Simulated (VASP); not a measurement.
Here is the system:

```
TiC
1.0
    0.00000     2.13208     2.13208
    2.13208     0.00000     2.13208
    2.13208     2.13208     0.00000
Ti C
1 1
Cartesian
  0.00000   0.00000   0.00000
  2.13208   2.13208   2.13208
```

The numbers are results of LDA (Ceperley-Alder, Perdew-Zunger), VASP's LDA PAW potentials (set 64) (plane waves; VASP), not measurements. Numerical set-up: 520 eV cut-off, Gaussian smearing of 0.050 eV, potentials Ti_sv C.

### Question
Give the energies of bands 6 to 11 at the high-symmetry points, in eV from the Fermi level.

### Answer

```csv
band,Γ,X,U,L,W
6,0.63,-3.41,-3.60,-6.05,-3.22
7,0.63,-1.83,-3.38,-3.06,-3.22
8,0.63,0.02,-1.79,-3.06,-2.82
9,1.73,0.02,1.49,3.04,2.90
10,1.73,2.88,3.27,3.04,2.90
11,1.73,3.69,4.02,4.32,3.69
```

It has no gap at this level: it comes out as a metal or semimetal.

The compound is TiC in the rock salt structure. It was relaxed first.
